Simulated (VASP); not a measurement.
## CdSe: GW quasiparticle gap

Wanted: how far GW moves the Kohn-Sham levels of CdSe. The cell is of the zinc-blende type, one of the forms listed for this formula. The start is a computed cell from the Materials Project.

Method: PBE, spin-orbit coupling; plane waves and PAW (Cd_GW, Se_GW), in the first sound run; inputs show where later runs differ, in VASP 6.6.1.

**1. Starting point**

The structure is cubic, space group F-43m (No. 216). The conventional cell has a = 6.141 Å, b = 6.141 Å, c = 6.141 Å, α = 90.00°, β = 90.00°, γ = 90.00°. Cd has 4 Se at 2.66 Å nearest. Nearest to Se lie 4 Cd at 2.66 Å. Farther neighbours and most contacts between anions are not listed.

Coordinates:

```
Cd Se
1.0
     0.00000    3.07027    3.07027
     3.07027    0.00000    3.07027
     3.07027    3.07027    0.00000
Cd Se
1 1
Cartesian
  0.0000 0.0000 0.0000
  1.5351 1.5351 1.5351
```

**2. Ground state**

The orbitals come from a self-consistent PBE run with a tight EDIFF and a narrow smearing. KPOINTS_OPT adds the bands along a path, which shows whether the mesh holds the band edges.

The input, INCAR:

```
SYSTEM = CdSe
PREC = Accurate
ENCUT = 300
EDIFF = 1E-08
NELM = 100
ISMEAR = 0
SIGMA = 0.01
LREAL = .FALSE.
ALGO = Normal
GGA = PE
LNONCOLLINEAR = .TRUE.
MAGMOM = 0 0 0 0 0 0
NBANDS = 30
GGA_COMPAT = .FALSE.
LASPH = .TRUE.
LSORBIT = .TRUE.
LORBIT = 11
LWAVE = .TRUE.
LCHARG = .FALSE.
KPAR = 8
```

The input, POSCAR:

```
CdSe
1.0
    0.0000000000      3.0702711986      3.0702711986
    3.0702711986      0.0000000000      3.0702711986
    3.0702711986      3.0702711986      0.0000000000
Cd Se
1 1
Direct
    0.0000000000      0.0000000000      0.0000000000
    0.2500000000      0.2500000000      0.2500000000
```

The input, KPOINTS:

```
Automatic mesh
0
Gamma
4 4 4
0 0 0
```

The input, KPOINTS_OPT:

```
Line mode
12
Line-mode
Reciprocal
  0.00000000   0.00000000   0.00000000 GAMMA
  0.50000000   0.00000000   0.50000000 X

  0.50000000   0.00000000   0.50000000 X
  0.50000000   0.25000000   0.75000000 W

  0.50000000   0.25000000   0.75000000 W
  0.37500000   0.37500000   0.75000000 K

  0.37500000   0.37500000   0.75000000 K
  0.00000000   0.00000000   0.00000000 GAMMA

  0.00000000   0.00000000   0.00000000 GAMMA
  0.50000000   0.50000000   0.50000000 L

  0.50000000   0.50000000   0.50000000 L
  0.62500000   0.25000000   0.62500000 U

  0.62500000   0.25000000   0.62500000 U
  0.50000000   0.25000000   0.75000000 W

  0.50000000   0.25000000   0.75000000 W
  0.50000000   0.50000000   0.50000000 L

  0.50000000   0.50000000   0.50000000 L
  0.37500000   0.37500000   0.75000000 K

  0.62500000   0.25000000   0.62500000 U
  0.50000000   0.00000000   0.50000000 X
```

The projector-augmented-wave data sets are Cd_GW and Se_GW (PBE family, release 64).

Run with:

```console
mpirun -np 8 vasp_ncl
```

The log of the run:

```text
[banner, memory and clock lines left out]
running    8 mpi-ranks, on    1 nodes
 distrk:  each k-point on    1 cores,    8 groups
 distr:  one band on    1 cores,    1 groups

 POSCAR found type information on POSCAR CdSe
 POSCAR found :  2 types and       2 ions
|                                                                             |
|           W    W    AA    RRRRR   N    N  II  N    N   GGGG   !!!           |
|           W    W   A  A   R    R  NN   N  II  NN   N  G    G  !!!           |
|           W    W  A    A  R    R  N N  N  II  N N  N  G       !!!           |
|           W WW W  AAAAAA  RRRRR   N  N N  II  N  N N  G  GGG   !            |
|           WW  WW  A    A  R   R   N   NN  II  N   NN  G    G                |
|           W    W  A    A  R    R  N    N  II  N    N   GGGG   !!!           |
|                                                                             |
|     For optimal performance we recommend to set                             |
|       NCORE = 2 up to number-of-cores-per-socket                            |
|     NCORE specifies how many cores store one orbital (NPAR=cpu/NCORE).      |
|     This setting can greatly improve the performance of VASP for DFT.       |
|     The default, NCORE=1 might be grossly inefficient on modern             |
|     multi-core architectures or massively parallel machines. Do your        |
|     Unfortunately you need to use the default for GW and RPA                |
|     calculations (for HF NCORE is supported but not extensively tested      |
|     yet).                                                                   |
|                                                                             |

 LDA part: xc-table for (Slater+PW92), standard interpolation
 POSCAR, INCAR and KPOINTS ok, starting setup
 FFT: planning ... GRIDC
 FFT: planning ... GRID_SOFT
 FFT: planning ... GRID
 WAVECAR not read
 entering main loop
       N       E                     dE             d eps       ncg     rms          rms(c)
DAV:   1     0.800809111663E+02    0.80081E+02   -0.65183E+03   680   0.729E+02
DAV:   2    -0.690774941474E+00   -0.80772E+02   -0.77934E+02   856   0.247E+02
DAV:   3    -0.576228341226E+01   -0.50715E+01   -0.50324E+01   872   0.570E+01
DAV:   4    -0.592896013658E+01   -0.16668E+00   -0.16659E+00   884   0.113E+01
DAV:   5    -0.593339679627E+01   -0.44367E-02   -0.44363E-02   888   0.173E+00    0.586E+00
DAV:   6    -0.555142395457E+01    0.38197E+00   -0.42246E-01   754   0.890E+00    0.460E+00
DAV:   7    -0.552817143038E+01    0.23253E-01   -0.25754E-01   754   0.343E+00    0.176E+00
DAV:   8    -0.552794790613E+01    0.22352E-03   -0.27760E-02   786   0.192E+00    0.407E-01
DAV:   9    -0.552745922871E+01    0.48868E-03   -0.22532E-03   774   0.675E-01    0.218E-01
DAV:  10    -0.552764349139E+01   -0.18426E-03   -0.68337E-04   786   0.244E-01    0.451E-02
DAV:  11    -0.552762684566E+01    0.16646E-04   -0.97948E-05   764   0.133E-01    0.352E-02
DAV:  12    -0.552766389238E+01   -0.37047E-04   -0.72362E-05   720   0.638E-02    0.166E-02
DAV:  13    -0.552766438942E+01   -0.49705E-06   -0.69115E-06   934   0.252E-02    0.613E-03
DAV:  14    -0.552766449428E+01   -0.10486E-06   -0.17483E-06   726   0.978E-03    0.461E-03
DAV:  15    -0.552766429921E+01    0.19508E-06   -0.61707E-07   758   0.969E-03    0.134E-03
DAV:  16    -0.552766432321E+01   -0.24003E-07   -0.33464E-08   858   0.176E-03    0.586E-04
DAV:  17    -0.552766438155E+01   -0.58337E-07   -0.11277E-08   644   0.699E-04    0.289E-04
DAV:  18    -0.552766438703E+01   -0.54802E-08   -0.21750E-09   514   0.586E-04
   1 F= -.55276644E+01 E0= -.55276644E+01  d E =-.161260E-12  mag=    -0.0000     0.0000     0.0000
 Start KPOINTS_OPT (optional k-point list driver)
k-point batch [1-10\120]
       N       E                     dE             ncg
DAV:   1     0.180076345307E+03   -0.13890E+04      672
DAV:   2    -0.681518330818E+03   -0.86159E+03      814
DAV:   3    -0.738298453720E+03   -0.56780E+02      854
DAV:   4    -0.740353949153E+03   -0.20555E+01      864
DAV:   5    -0.740426955496E+03   -0.73006E-01      856
DAV:   6    -0.740429590165E+03   -0.26347E-02      888
DAV:   7    -0.740429665653E+03   -0.75489E-04      900
DAV:   8    -0.740429667129E+03   -0.14763E-05      888
DAV:   9    -0.740429667168E+03   -0.38904E-07      812
DAV:  10    -0.740429667170E+03   -0.16057E-08      568
[...]
k-point batch [111-120\120]
       N       E                     dE             ncg
DAV:   1     0.675166668313E+02   -0.43607E+04      680
DAV:   2    -0.749886937580E+03   -0.81740E+03      816
DAV:   3    -0.801040581134E+03   -0.51154E+02      904
DAV:   4    -0.802744685963E+03   -0.17041E+01      914
DAV:   5    -0.802804108776E+03   -0.59423E-01      872
DAV:   6    -0.802805968771E+03   -0.18600E-02      954
DAV:   7    -0.802806028117E+03   -0.59345E-04      824
DAV:   8    -0.802806030443E+03   -0.23261E-05      962
DAV:   9    -0.802806030502E+03   -0.59088E-07      808
DAV:  10    -0.802806030503E+03   -0.10069E-08      684
 writing wavefunctions
```

Run time: 95 s. Hardware: 8 MPI ranks of AMD EPYC 7R43, shared host; peak memory 1.9 GiB; 13 min of CPU time.

Lines that name or quote the potential files are left out of all logs, and their timing lines are given in words.

From OUTCAR (step 2):

```text
ion  position               nearest neighbor table
   1  0.000  0.000  0.000-   2 2.66   2 2.66   2 2.66   2 2.66
   2  0.250  0.250  0.250-   1 2.66   1 2.66   1 2.66   1 2.66

  LATTYP: Found a face centered cubic cell.
 ALAT       =     6.1405423972

 Subroutine GETGRP returns: Found 24 space group operations
 (whereof 24 operations were pure point group operations)

The static configuration has the point symmetry T_d .

 Found     10 irreducible k-points:

   k-points           NKPTS =     10   k-points in BZ     NKDIM =     10   number of bands    NBANDS=     30

   dimension x,y,z NGX =    28 NGY =   28 NGZ =   28
   dimension x,y,z NGXF=    56 NGYF=   56 NGZF=   56

   ENCUT  =  300.0 eV  22.05 Ry    4.70 a.u.   6.13  6.13  6.13*2*pi/ulx,y,z

   NELECT =      18.0000    total number of electrons

 k-points in reciprocal lattice and weights: Automatic mesh
   0.00000000  0.00000000  0.00000000       0.016
   0.25000000  0.00000000  0.00000000       0.062
  -0.25000000  0.00000000  0.00000000       0.062
   0.50000000  0.00000000  0.00000000       0.062
   0.25000000  0.25000000  0.00000000       0.094
   0.50000000  0.25000000  0.00000000       0.188
   0.50000000 -0.25000000  0.00000000       0.188
  -0.25000000  0.25000000  0.00000000       0.188
   0.50000000  0.50000000  0.00000000       0.047
  -0.25000000  0.50000000  0.25000000       0.094

 average (electrostatic) potential at core
       1 -69.6544       2 -55.4185

 E-fermi :   2.0492

 k-point     1 :       0.0000    0.0000    0.0000
  band No.  band energies     occupation
    ...
     14       1.6460      1.00000
     15       2.0036      1.00000
     16       2.0036      1.00000
     17       2.0036      1.00000
     18       2.0036      1.00000
     19       2.4069      0.00000
     20       2.4069      0.00000
     21       7.5189      0.00000
     22       7.5189      0.00000
     23       7.9232      0.00000
    ...

 k-point     2 :       0.2500    0.0000    0.0000
  band No.  band energies     occupation
    ...
     14      -0.7211      1.00000
     15       1.3849      1.00000
     16       1.3849      1.00000
     17       1.6067      1.00000
     18       1.6310      1.00000
     19       4.1042      0.00000
     20       4.1042      0.00000
     21       7.7648      0.00000
     22       7.7648      0.00000
     23       8.1833      0.00000
    ...

 k-point     3 :      -0.2500    0.0000    0.0000
  band No.  band energies     occupation
    ...
     14      -0.7211      1.00000
     15       1.3849      1.00000
     16       1.3849      1.00000
     17       1.6067      1.00000
     18       1.6310      1.00000
     19       4.1042      0.00000
     20       4.1042      0.00000
     21       7.7648      0.00000
     22       7.7648      0.00000
     23       8.1833      0.00000
    ...

  Total        0.4748879      0.4748879      0.4748879      0.0000000      0.0000000      0.0000000
  in kB       13.1444202     13.1444202     13.1444202      0.0000000      0.0000000      0.0000000
  external PRESSURE =      13.1444202 kB  Pullay stress =       0.0000000 kB

  energy-cutoff  :      300.00
  volume of cell :       57.88
      direct lattice vectors                 reciprocal lattice vectors
     0.000000000  3.070271199  3.070271199    -0.162852063  0.162852063  0.162852063
     3.070271199  0.000000000  3.070271199     0.162852063 -0.162852063  0.162852063
     3.070271199  3.070271199  0.000000000     0.162852063  0.162852063 -0.162852063

 POSITION                                       TOTAL-FORCE (eV/Angst)
 -----------------------------------------------------------------------------------
      0.00000      0.00000      0.00000         0.000000      0.000000      0.000000
      1.53514      1.53514      1.53514        -0.000000     -0.000000     -0.000000
 -----------------------------------------------------------------------------------
    total drift:                                0.000000      0.000000      0.000000

  FREE ENERGIE OF THE ION-ELECTRON SYSTEM (eV)
  ---------------------------------------------------
  free  energy   TOTEN  =        -5.5276643870 eV

  energy  without entropy=       -5.5276643870  energy(sigma->0) =       -5.52766439

 Spin-Orbit-Coupling matrix elements
 Ion:    1  E_soc:     -0.0568195
 Ion:    2  E_soc:     -0.0458759

 total charge
# of ion       s       p       d       f       tot
--------------------------------------------------
    1        0.507   0.390   9.688   0.017  10.602
    2        1.428   2.353   0.020   0.000   3.801
--------------------------------------------------
tot          1.935   2.743   9.708   0.017  14.402

 magnetization (x)
# of ion       s       p       d       f       tot
--------------------------------------------------
    1       -0.000   0.000  -0.000   0.000   0.000
    2        0.000  -0.000   0.000   0.000  -0.000
--------------------------------------------------
tot         -0.000   0.000  -0.000   0.000   0.000

 magnetization (y)
# of ion       s       p       d       f       tot
--------------------------------------------------
    1        0.000  -0.000  -0.000   0.000  -0.000
    2        0.000   0.000  -0.000   0.000   0.000
--------------------------------------------------
tot          0.000  -0.000  -0.000   0.000  -0.000

 magnetization (z)
# of ion       s       p       d       f       tot
--------------------------------------------------
    1        0.000  -0.000   0.000   0.000   0.000
    2        0.000  -0.000   0.000   0.000  -0.000
--------------------------------------------------
tot          0.000  -0.000   0.000   0.000   0.000

[... 3 further parts left out ...]
```

LASPH is switched on together with spin-orbit coupling, so the change from the scalar run holds both.

Numbers from this step:

| Property | Result |
| --- | --- |
| free energy (TOTEN) | -5.528 eV |
| Fermi energy | 2.049 eV |
| pressure | 1.314 GPa |
| least gap on mesh and path | 0.4033 eV |
| least direct gap on mesh and path | 0.4033 eV |

The spin moment in the PAW sphere vanishes on all atoms.

On-site spin-orbit energy by atom:

```
atom  on-site spin-orbit energy (eV)
 Cd1                         -0.0568
 Se2                         -0.0459
```

The highest empty bands on the path are converged less tightly, to about 0.1 eV. The electronic bands at the labelled points (eV, zero at the valence-band top; v1 is the highest filled band, c1 the lowest empty one):

```
          point     v4     v3     v2     v1    c1    c2    c3    c4
              Γ   0.00   0.00   0.00   0.00  0.40  0.40  5.52  5.52
0.55 of the way  -1.30  -1.30  -1.15  -1.15  3.24  3.24  3.94  3.94
              X  -1.95  -1.95  -1.82  -1.82  3.05  3.05  3.60  3.60
0.45 of the way  -2.14  -2.05  -2.00  -1.96  3.63  3.67  3.99  4.07
              W  -2.36  -2.21  -2.19  -2.18  4.67  4.85  5.07  5.11
0.45 of the way  -2.49  -2.40  -1.88  -1.86  4.16  4.21  4.93  5.03
              K  -2.57  -2.49  -1.56  -1.56  3.57  3.58  4.90  5.01
0.45 of the way  -1.67  -1.61  -0.61  -0.59  3.10  3.16  5.57  5.68
              Γ   0.00   0.00   0.00   0.00  0.40  0.40  5.52  5.52
0.55 of the way  -0.67  -0.67  -0.45  -0.42  2.15  2.15  5.89  5.89
              L  -0.95  -0.95  -0.72  -0.72  2.21  2.21  6.21  6.21
0.45 of the way  -1.77  -1.73  -1.07  -1.07  3.19  3.22  5.49  5.55
              U  -2.57  -2.49  -1.56  -1.56  3.57  3.58  4.90  5.01
0.45 of the way  -2.51  -2.43  -1.80  -1.78  4.00  4.04  4.92  5.02
              W  -2.36  -2.21  -2.19  -2.18  4.67  4.85  5.07  5.11
0.45 of the way  -2.17  -2.10  -1.37  -1.34  3.77  3.84  5.26  5.30
              L  -0.95  -0.95  -0.72  -0.72  2.21  2.21  6.21  6.21
0.45 of the way  -1.77  -1.73  -1.07  -1.07  3.19  3.22  5.49  5.55
              K  -2.57  -2.49  -1.56  -1.56  3.57  3.58  4.90  5.01
      jump to U  -2.57  -2.49  -1.56  -1.56  3.57  3.58  4.90  5.01
0.45 of the way  -2.22  -2.17  -1.78  -1.77  3.32  3.34  4.01  4.07
              X  -1.95  -1.95  -1.82  -1.82  3.05  3.05  3.60  3.60
```

Of the projections kept (Cd, Se), the largest for each band there; the rest of the weight can lie on other orbitals:

```
point       v4       v3       v2       v1       c1       c2       c3       c4
    Γ  Se 0.80  Se 0.80  Se 0.80  Se 0.80  Cd 0.62  Cd 0.62  Cd 0.80  Cd 0.80
    X  Se 0.78  Se 0.78  Se 0.75  Se 0.75  Cd 0.70  Cd 0.70  Cd 0.66  Cd 0.66
    W  Se 0.73  Se 0.72  Se 0.72  Se 0.76  Cd 0.51  Cd 0.51  Se 0.62  Se 0.62
    K  Se 0.73  Se 0.72  Se 0.76  Se 0.76  Cd 0.67  Cd 0.68  Se 0.54  Se 0.54
    Γ  Se 0.80  Se 0.80  Se 0.80  Se 0.80  Cd 0.62  Cd 0.62  Cd 0.80  Cd 0.80
    L  Se 0.77  Se 0.77  Se 0.78  Se 0.78  Cd 0.69  Cd 0.69  Cd 0.71  Cd 0.71
```

The cell has a gap of 0.403 eV on mesh and path.

**3. Empty bands, SOC yes, program vasp ncl**

The next step needs empty bands that the ground-state run didn't converge, so the Hamiltonian is diagonalised exactly for NBANDS bands, in a single step. LOPTICS writes the k-derivatives of the orbitals (WAVEDER), which give the long-wavelength limit of the screening.

The input, INCAR:

```
SYSTEM = CdSe
PREC = Accurate
ENCUT = 300
ISMEAR = 0
SIGMA = 0.01
LREAL = .FALSE.
GGA = PE
LNONCOLLINEAR = .TRUE.
MAGMOM = 0 0 0 0 0 0
NBANDS = 352
GGA_COMPAT = .FALSE.
LASPH = .TRUE.
LSORBIT = .TRUE.
ALGO = Exact
NELM = 1
LWAVE = .TRUE.
LCHARG = .FALSE.
LOPTICS = .TRUE.
NEDOS = 1000
CSHIFT = 0.1
```

POSCAR is that of step 2.

KPOINTS is that of step 2.

Run with:

```console
mpirun -np 8 vasp_ncl
```

The log of the run:

```text
[banner, memory and clock lines left out]
running    8 mpi-ranks, on    1 nodes
 distrk:  each k-point on    8 cores,    1 groups
 distr:  one band on    1 cores,    8 groups

 POSCAR found type information on POSCAR CdSe
 POSCAR found :  2 types and       2 ions
 [... a notice as in an earlier step ...]

 LDA part: xc-table for (Slater+PW92), standard interpolation
 found WAVECAR, reading the header
  number of bands has changed, file:    30 present:   352
  trying to continue reading WAVECAR, but it might fail
 POSCAR, INCAR and KPOINTS ok, starting setup
 FFT: planning ... GRIDC
 FFT: planning ... GRID_SOFT
 FFT: planning ... GRID
 reading WAVECAR
 random initialization beyond band           30
 the WAVECAR file was read successfully
 initial charge from wavefunction
 entering main loop
       N       E                     dE             d eps       ncg     rms          rms(c)
DIA:   1    -0.552766438102E+01   -0.55277E+01    0.00000E+00     0   0.000E+00
   1 F= -.55276644E+01 E0= -.55276644E+01  d E =-.150515E-35  mag=     0.0000     0.0000     0.0000
 writing wavefunctions
 optical routines
 imaginary and real dielectric function
 recalculating local potential from charge density
 direction            1
 direction            2
 direction            3
```

Run time: 24 s. Hardware: 8 MPI ranks; peak memory 1.4 GiB; 3.1 min of CPU time.

From OUTCAR (step 3):

```text
The static configuration has the point symmetry T_d .

 Found     10 irreducible k-points:

   k-points           NKPTS =     10   k-points in BZ     NKDIM =     10   number of bands    NBANDS=    352

   NELECT =      18.0000    total number of electrons

 E-fermi :   2.0895

 k-point     4 :       0.5000    0.0000    0.0000
  band No.  band energies     occupation
    ...
     14      -2.3537      1.00000
     15       1.0547      1.00000
     16       1.0547      1.00000
     17       1.2867      1.00000
     18       1.2867      1.00000
     19       4.2147      0.00000
     20       4.2147      0.00000
     21       8.2114      0.00000
     22       8.2114      0.00000
     23       8.3831      0.00000
    ...

  Total        0.4755667      0.4755667      0.4755667      0.0000000      0.0000000     -0.0000000
  in kB       13.1632095     13.1632095     13.1632095      0.0000000      0.0000000     -0.0000000
  external PRESSURE =      13.1632095 kB  Pullay stress =       0.0000000 kB

  FREE ENERGIE OF THE ION-ELECTRON SYSTEM (eV)
  ---------------------------------------------------
  free  energy   TOTEN  =        -5.5276643810 eV

  energy  without entropy=       -5.5276643810  energy(sigma->0) =       -5.52766438

 plasma frequency squared (from intraband transitions) (eV^2)
  --------------------------------------------------------------------------------------
       0.000       0.000      -0.000
      -0.000       0.000       0.000
      -0.000       0.000       0.000

 Spin-Orbit-Coupling matrix elements
 Ion:    1  E_soc:     -0.0568197
 Ion:    2  E_soc:     -0.0458759

[... 13 parts as in an earlier step ...]

[... 1 further part left out ...]
```

The gap is read on the k-mesh alone, so it is an upper bound where the band edges lie off the mesh.

A gap read on the k-mesh alone can miss the band edges.

Numbers from this step:

| Quantity | Value |
| --- | --- |
| gap on the k-mesh | 0.4033 eV |
| least direct gap on the k-mesh | 0.4033 eV |

WAVECAR now holds 352 bands for 18 electrons. Its independent-particle dielectric tensor has xx, yy, zz = 76.2, 76.2, 76.2 on this mesh, which isn't tested for convergence in mesh or bands and lacks local fields. A value this large is set by the few k points at the smallest gap, and it enters the screening of any GW step.

[end of part 1 of 3]

[Lines on the potential files, build, host, timing and source positions are cut from VASP's logs without a mark.]

[Logs are printed without paths, hosts, clocks, repeated set-up lines and the standing remarks that a program may print on its own settings, such as how far it seeks lower states.]

[Hosts, paths, dates, database ids (printed as entryN), source tags and the programs' standing remarks are cut or masked in the printed files.]

[Pressures printed for these runs are not shown converged in the cutoff: they can be off by several GPa and have the wrong sign.]
